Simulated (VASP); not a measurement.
Energy against volume of Cs (bcc). These are r2SCAN meta-GGA, VASP's PBE PAW potentials (set 64) (plane waves; VASP 6.6.1) values and carry that method's errors.

```tsv
V (Å³/atom)	E (eV/atom)
116.098	-25.00842
119.803	-25.01082
123.509	-25.01175
127.214	-25.01137
130.919	-25.00986
```

### Question
Fit a third-order Birch-Murnaghan equation of state.

### Answer

```
Quantity                                         Result
---------------------------------------  --------------
volume per atom                          124.22 Å³/atom
bulk modulus                                    1.8 GPa
pressure derivative of the bulk modulus            3.48
lattice constant a                              6.287 Å
```

Measured: bulk modulus 2.1 GPa at 0 K (computed value off by -13.3 %), as given by H. Levämäki et al., Physical Review B (2014), arXiv:1402.3671 [corrected for temperature and zero-point phonon effects]; a 6.039 Å at 0 K (computed value off by +4.1 %), as given by Gábor I. Csonka et al., Physical Review B (2009), arXiv:0903.4037 [low-temperature or extrapolated to 0 K; zero-point anharmonic expansion removed].

The compound is Cs in the bcc structure. It was relaxed first, which changed the volume by +9 %.
